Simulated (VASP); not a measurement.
The system is TaAs.

```
CELL_PARAMETERS angstrom
-1.72181 1.72181 5.86794
1.72181 -1.72181 5.86794
1.72181 1.72181 -5.86794
ATOMIC_POSITIONS crystal
Ta 0.49997 0.49997 0.00000
Ta 0.24997 0.74997 0.50000
As 0.08263 0.08263 0.00000
As 0.83263 0.33263 0.50000
```

The cell is a database's computed one.

| Item | Value |
| --- | --- |
| Program | VASP 6.6.1 |
| Task | relaxation of cell and atoms |
| Functional | PBEsol |
| Potentials or basis | VASP PAW PBE potentials, release 64 (Ta_pv, As) |
| Cutoff | 600 eV |
| k mesh | 10 × 10 × 10 |
| Occupations | fermi-dirac, width 0.05 eV |
| Spin | no spin polarisation |

At the start: pressure -3.2 GPa; volume 17.40 Å³/atom.

Question: Where does the relaxation end?

Answer: Over 10 steps the energy falls by 3.4 meV/atom and the volume is 17.08 Å³/atom (-1.8 %); space group I4_1md (No. 109, to 0.05 Å).

The path:
| step | energy change (eV) | largest force (eV/Å) | pressure (GPa) | volume (Å³) |
| --- | --- | --- | --- | --- |
| 1 | 0.0000 | 0.0245 | -3.20 | 69.59 |
| 2 | 0.0336 | 0.0490 | 6.96 | 66.14 |
| 3 | -0.0124 | 0.0320 | 0.11 | 68.38 |
| 4 | -0.0124 | 0.0319 | -0.04 | 68.40 |
| 5 | -0.0133 | 0.0294 | -0.06 | 68.38 |
| 6 | -0.0133 | 0.0266 | -0.09 | 68.35 |
| 7 | -0.0135 | 0.0287 | -0.07 | 68.36 |
| 8 | -0.0135 | 0.0293 | -0.07 | 68.37 |
| 9 | -0.0136 | 0.0100 | 0.12 | 68.29 |
| 10 | -0.0136 | 0.0056 | 0.08 | 68.32 |

Final structure:
```
CELL_PARAMETERS angstrom
-1.71589 1.71589 5.80099
1.71589 -1.71589 5.80099
1.71589 1.71589 -5.80099
ATOMIC_POSITIONS crystal
Ta 0.50028 0.50028 0.00000
Ta 0.25028 0.75028 0.50000
As 0.08232 0.08232 0.00000
As 0.83232 0.33232 0.50000
```

Caveat: the PAW data sets were made with another functional, which shifts forces and pressure a little.
